The band gap of wurtzite, the hexagonal form of zinc sulfide, sets where the crystal begins to absorb light. Suppose that someone has computed this gap with RPBE, a gradient-corrected functional, and now wants to know what LDA, PBE or revPBE would have given for the same crystal. Can that be worked out with pencil and paper, from the way these functionals are built? The table offers a test, because every row has the same atoms in the same places. Only the description of exchange and correlation changes, along with the atomic potentials in the LDA row.

VASP 6.6.1, Kohn–Sham DFT with PAW potentials for wurtzite ZnS (4-atom cell, the same fixed geometry in every row), without spin polarisation or spin–orbit coupling. The plane-wave cutoff is 520 eV, the k mesh 8×8×5 and the smearing width 0.05 eV. Gaps are taken from bands along the path Γ–M–K–Γ–A–L–H–A, L–M, K–H.

```tsv
functional	potentials	gap on path (eV)	direct gap on path (eV)
LDA	VASP PAW LDA potentials, recommended	?	?
PBE	VASP PAW PBE potentials, recommended	?	?
revPBE	VASP PAW PBE potentials, recommended	?	?
RPBE	VASP PAW PBE potentials, recommended	2.423	2.423
r2SCAN	VASP PAW PBE potentials, recommended	2.826	2.826
AM05	VASP PAW PBE potentials, recommended	2.238	2.238
LMBJ	VASP PAW PBE potentials, recommended	3.116	3.116
MS2	VASP PAW PBE potentials, recommended	2.642	2.642
SCAN	VASP PAW PBE potentials, recommended	2.769	2.769
TB-mBJ	VASP PAW PBE potentials, recommended	3.837	3.837
rSCAN	VASP PAW PBE potentials, recommended	2.803	2.803
revTPSS	VASP PAW PBE potentials, recommended	2.406	2.406
```

The "gap on path" is the smallest energy between filled and empty states along a line of selected crystal momenta. The "direct gap on path" asks in addition that both states have the same momentum. The two agree in every row shown with numbers, so these gaps are direct. One row has to be set aside: the LMBJ run gives 3.12 eV on the path but 3.87 eV on its regular mesh of momenta, a conflict of unknown origin, and its path value is not used here.

The other rows already show that a gradient correction is not one fixed thing. AM05 and RPBE both use only the electron density and its gradient, yet RPBE gives a gap 0.19 eV larger. A useful forecast therefore has to look at how each functional treats the gradient. It isn't enough to know that it has one.

LDA treats each small region of the crystal as if it belonged to a uniform electron gas of the local density $n$. A gradient-corrected functional multiplies the LDA exchange energy by an enhancement factor $F(s)$. Here $s$ is the reduced gradient, a pure number proportional to $|\nabla n|/n^{4/3}$, which tells how fast the density varies on the scale of the electrons' own wavelength. In LDA $F$ is 1 everywhere, while in PBE and its relatives it rises with $s$ and then levels off.

The electrons respond to the potential that follows from this energy. Because the energy depends on the slope of the density, the potential contains the curvature of the density. For a rising $F$, this part tends to lower the potential where the density is heaped up and to raise it where the density is thin. The top of the valence band in ZnS is made mainly of sulfur 3p orbitals, which sit in the heaps. The bottom of the conduction band is an s-like state that spreads further into the thin regions, so the correction should raise the second relative to the first and widen the gap.

How strongly it does so depends on the way $F$ bends. Along the direction of the gradient the curvature of the density is multiplied by $F''$, and in the two directions across it by $F'/s$, where primes are derivatives with respect to $s$. The mean over the three directions is a simple measure of the strength of the correction:

$$G=\frac{1}{3}\left(F''+\frac{2F'}{s}\right).$$

PBE, revPBE and RPBE suit this measure well, because they share the same correlation and their exchange starts in the same way, as $F\approx 1+\mu s^2$ with $\mu=0.2195$. They part company only at larger $s$. The constant $\kappa$ sets the ceiling of $F$, which is $1+\kappa$. PBE and RPBE have the same ceiling, with $\kappa=0.804$, but RPBE approaches it by an exponential that bends over later. revPBE keeps the formula of PBE and lifts the ceiling to $\kappa=1.245$.

With the shorthand $x=\mu s^2/\kappa$, the derivatives give

$$G\propto\frac{1-x/3}{(1+x)^3}\quad\text{(PBE, revPBE)},\qquad G\propto\left(1-\frac{2x}{3}\right)e^{-x}\quad\text{(RPBE)},$$

with the same prefactor in both. At small $s$ the three functionals are equal. As $s$ grows, the correction fades in all of them, and at moderate $s$ it is weakest in PBE.

A real crystal contains a whole range of $s$. The model replaces it by one typical value, $s=1.2$, which is an assumption of the right order for valence electrons. It also assumes that the gap rises above its LDA value in proportion to $G$. Two anchors then fix the scale: the computed RPBE gap of 2.423 eV, and an LDA gap of about 2.0 eV, which is a rough recalled value. The forecast for LDA is therefore recall and does not test the model.

PBE can be worked in full. The shorthand becomes $x=0.2195\times1.2^2/0.804=0.393$. The PBE expression then gives 0.321 and the RPBE expression 0.498, so PBE should have 0.645 of the RPBE correction. In numbers,

$$E_\text{gap}(\text{PBE})\approx 2.0+0.645\times(2.423-2.0)=2.27\ \text{eV}.$$

For revPBE the higher ceiling makes $x$ smaller, and the same steps give 0.93 of the RPBE correction. Lifting the ceiling should thus do nearly the same for the gap as changing the shape of the bend. The forecast is 2.39 eV.

Each anchor and assumption can be shaken to see what it does. If the recalled LDA gap were wrong by 0.15 eV, the PBE forecast would shift by about 0.05 eV, and the revPBE forecast by only about 0.01 eV, because revPBE leans almost wholly on its neighbour RPBE. Moving the typical $s$ between 1.0 and 1.5 changes either forecast by about 0.03 eV at most. A further allowance is needed for correlation, whose gradient part does not scale with exchange. The ranges that follow are judgements based on these points, not statistical errors.

- **LDA:** 2.0 ± 0.15 eV, the lowest of all rows.
- **PBE:** 2.27 ± 0.10 eV, clearly above LDA and below RPBE.
- **revPBE:** 2.39 ± 0.05 eV, above PBE and close to RPBE, probably just below it.

The withheld rows as computed:

```tsv
functional	potentials	gap on path (eV)	direct gap on path (eV)
LDA	VASP PAW LDA potentials, recommended	2.020	2.020
PBE	VASP PAW PBE potentials, recommended	2.253	2.253
revPBE	VASP PAW PBE potentials, recommended	2.378	2.378
```

All three gaps fall inside their ranges, and the order is the one forecast. The recalled LDA value was 0.02 eV too low. The PBE and revPBE forecasts were each about 0.02 eV too high.

For PBE alone this is a mild success, since any sensible guess between the two anchors would have landed fairly near. The sharper test is where PBE and revPBE stand relative to each other. They have the same formula and differ only in the ceiling of $F$, yet their gaps differ by $2.378-2.253=0.125$ eV. revPBE ends up only 0.045 eV below RPBE, which has the lower ceiling of PBE but the later bend. This fits the picture behind the model, in which what counts is how long $F$ keeps rising freely at moderate $s$, and the two changes to PBE prolong that rise by different routes.

A cruder forecast shows what this detail is worth. If every gradient-corrected functional gave the same gap, the best guess would be the average of AM05 and RPBE, 2.33 eV. That is about 0.08 eV too high for PBE and 0.05 eV too low for revPBE. It would also give the two the same gap, and so miss the difference that the model obtains from the bend of $F$.

The small misses have a pattern too. Measured from the computed LDA gap, PBE achieves 0.58 of the RPBE rise where the model gave 0.65, and revPBE achieves 0.89 where the model gave 0.93. The model thus makes both functionals a little too much like RPBE. With the computed LDA gap as anchor the PBE forecast would even have been slightly worse, 2.28 eV, so the low recalled value hid a small part of the error.

Correlation may be part of the reason. Its gradient correction works against that of exchange, and it is the same in all three functionals. Taking the same amount away from a large rise and from a smaller one lowers the ratio between them, which is the direction of both misses. The size fits less well: an amount that mends the ratio for PBE removes less than a third of the miss in the ratio for revPBE, so correlation treated in this simple way cannot be the whole cause. Even its part remains an argument, because no row keeps the exchange of these functionals while switching off the gradient part of correlation. The LDA row also uses atomic potentials made for LDA, while the others use PBE potentials, and this may account for some of the step from LDA to PBE.

A different typical $s$ does not cure the misses. With $s=1.5$ the model would give PBE almost exactly, at 2.25 eV, but it would move revPBE up to 2.42 eV, level with RPBE and further from the computed gap. No value of $s$ tried here gives both gaps to within 0.01 eV, so other simplifications of the model must matter too. The model is good for the order and for differences of about a tenth of an electronvolt, and should not be asked for hundredths.

The larger lesson concerns how little all this tuning achieves. From LDA to RPBE the gap rises by $2.423-2.020=0.403$ eV. The measured gap of ZnS is roughly 3.8 eV, a recalled figure, so even RPBE falls short by well over 1 eV. Changing the bend of $F$ within this family shifts the answer, but it leaves most of the error in place. Part of that error is expected of any functional of this family: the exact exchange-correlation potential jumps when an electron is added to the crystal, and the gap between the computed levels leaves this jump out.

The rows that come closer use more than the density and its gradient. SCAN also uses the kinetic energy density of the orbitals, and its gap is 0.35 eV above that of RPBE. A functional of this kind acts on each orbital through a term that depends on the orbital's own shape, so two states that occupy the same region can still be shifted by different amounts. The extra ingredient is no guarantee, however: revTPSS has it as well and lies 0.02 eV below RPBE. TB-mBJ, at 3.84 eV, is near the measured gap, but it is a potential designed to give good gaps, and its success here does not identify which physical effect the others lack.

For practical work, this suggests asking first how large an error matters. If two published ZnS gaps from PBE and RPBE differ by one or two tenths of an electronvolt, the functional alone can explain it, provided that both used the same cell. That condition is important, because the RPBE crystal is under a pressure of nearly 6 GPa in the cell used here, and the PBE crystal under little more than 2 GPa. Left free, RPBE would expand more, and since the gap of ZnS shrinks on expansion, most or even all of its lead over PBE could disappear. LDA would instead contract and gain some gap, so the order found here need not survive when each functional chooses its own cell. If the absorption edge itself is wanted, choosing among LDA, PBE, revPBE and RPBE is the wrong place to look for the lost electronvolt.
